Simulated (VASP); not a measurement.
Input:

```xyz
3
Lattice="2.0898 -3.6196 0.0000 2.0898 3.6196 0.0000 0.0000 0.0000 7.1545" Properties=species:S:1:pos:R:3 pbc="T T T"
Mg     0.0000     0.0000     0.0000
I      2.0898     1.2065     1.6659
I      2.0898    -1.2065     5.4887
```

These are r2SCAN meta-GGA, VASP's PBE PAW potentials (set 64) (plane waves; VASP 6.6.1) values and carry that method's errors. Run with 400 eV cut-off, 7×7×4 Γ-centred mesh, tetrahedra with Blöchl corrections, potentials Mg I.

The cores are frozen, which limits the accuracy of field gradients.

Give the principal components of the electric field gradient (V/Å²) and the asymmetry η at each nucleus.

```json
[
 {"atom": "Mg1", "Vxx": "-0.2", "Vyy": "-0.2", "Vzz": "0.4", "η": "-"},
 {"atom": "I2", "Vxx": "23.5", "Vyy": "23.5", "Vzz": "-47.0", "η": "0.00"},
 {"atom": "I3", "Vxx": "23.5", "Vyy": "23.5", "Vzz": "-47.0", "η": "0.00"}
]
```

The compound is MgI2 in the 1T layered structure. It was relaxed first, which changed the volume by +6 %.
